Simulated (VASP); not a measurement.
Data:

```
CELL_PARAMETERS angstrom
      0.00000     2.14990     2.14990
      2.14990     0.00000     2.14990
      2.14990     2.14990     0.00000
ATOMIC_POSITIONS crystal
  Al 0.00000 0.00000 0.00000
  N  0.25000 0.25000 0.25000
```

Method: optB86b-vdW, VASP's PBE PAW potentials (set 64) (plane waves; VASP). Settings: 520 eV cut-off, 10×10×10 Γ-centred mesh, Gaussian smearing of 0.050 eV, potentials Al N.

Q: Give the stress tensor in GPa (positive for a compressed cell).

A: 
```
13.88   0.00   0.00
 0.00  13.88   0.00
 0.00   0.00  13.88
```
The pressure is its mean diagonal, 13.88 GPa.

The compound is AlN in the zinc blende structure, a metastable form; wurtzite is the usual one. This cell is one point of a volume scan, at 0.94 of the reference volume.
